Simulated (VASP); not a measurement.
# EuAl₂Ag₃ (space group P6/mmm): computed properties

Calculation: PBEsol GGA, VASP's PBE PAW potentials (set 64) (plane waves; VASP).

For EuAl$_{2}$Ag$_{3}$, the space group is P6/mmm (191), the cell is a = 5.686 Å, b = 5.686 Å, c = 4.164 Å, α = 90.00°, β = 90.00°, γ = 120.00° and the volume per atom comes out as 19.43 Å³/atom. The band gap (over mesh and band path) comes out as none (metal, semimetal or under 0.01 eV) and the cell moment comes out as 0.00 μB. The density is 7.54 g/cm³.

Ag3Al2Eu is taken in the hexagonal space group P6/mmm (No. 191), Pearson symbol hP6. Lattice parameters: a = b = 5.686 Å, c = 4.164 Å, α = β = 90.00°, γ = 120.00°. Eu on 1a is coordinated by 6 Al at 3.283 Å and 12 Ag at 3.524 Å and 2 Eu at 4.164 Å. Al on 2c sees 6 Ag at 2.651 Å and 3 Eu at 3.283 Å. Ag on 3g is surrounded by 4 Al at 2.651 Å and 4 Ag at 2.843 Å and 4 Eu at 3.524 Å. (Neighbours: up to the widest gap in distance over summed covalent radii, below 1.35, at either atom.)

The 4f electrons are frozen in the core of the lanthanide potential, so 4f levels, which can set the real gap, and their magnetism are missing.

The structure comes from a computed database's EuAl2Ag3 entry (P6/mmm); how it stands against other phases isn't given here. It was relaxed first, which changed the volume by -8 %. Symmetry was kept, so distortions that lower it aren't found.
